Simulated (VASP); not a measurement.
Set up this calculation in VASP 6.6.1, as the native input.

```yaml
Task: relaxation of the atoms
Functional: PBE
Potentials_or_basis: VASP PAW PBE potentials, release 64 (Be, Ru_pv)
Cutoff: 520 eV
k_mesh: 12 × 12 × 1
Occupations: fermi-dirac, width 0.05 eV
Spin: no spin polarisation
Dipole_correction: yes
Atoms_held_fixed_from_0: "[0]"
Further_INCAR_settings: ALGO = Fast; EDIFF = 1e-06; IBRION = 2; EDIFFG = -0.02; NSW = 60
```

The structure of Be2Ru lies in POSCAR:

```
Be2Ru
1.0
    2.6011000000      0.0000000000      0.0000000000
   -1.3005500000      2.2526200000      0.0000000000
    0.0000000000      0.0000000000     30.8837600000
Be Ru
2 1
Selective dynamics
Direct
    0.3333300000      0.6666700000      0.3344800000  F F F
    0.6666700000      0.3333300000      0.2159700000  T T T
    0.0000000000      0.0000000000      0.2752300000  T T T
```

The cell was built by a generator and needn't be a form met in nature.

The input as run:

INCAR

```
SYSTEM = Be2Ru
ALGO = Fast ; DIPOL = 0.5 0.5 0.275
EDIFF = 1E-6 ; EDIFFG = -0.02
ENCUT = 520 ; GGA = PE
IBRION = 2 ; IDIPOL = 3
ISIF = 2 ; ISMEAR = -1
LASPH = .TRUE. ; LCHARG = .FALSE.
LDIPOL = .TRUE. ; LREAL = .FALSE.
LWAVE = .FALSE. ; NELM = 80
NSW = 60 ; PREC = Accurate
SIGMA = 0.05
```

KPOINTS

```
k-points
0
G
  12 12 1
  0 0 0
```

Potentials or basis: VASP PAW PBE potentials, release 64 (Be, Ru_pv).

Command:

```bash
$ cat potpaw_PBE.64/Be/POTCAR potpaw_PBE.64/Ru_pv/POTCAR > POTCAR
$ mpirun -np 1 vasp_std > vasp.out
```

It gave:

- Band gap on the k mesh: none (metal or under the smearing width)

Caveat: the relaxation stopped at its first step, so nothing moved.

Run time: 2 min on 1 thread of AMD EPYC 9R14 (Zen 4), on a shared host, peak memory 0.33 GiB.
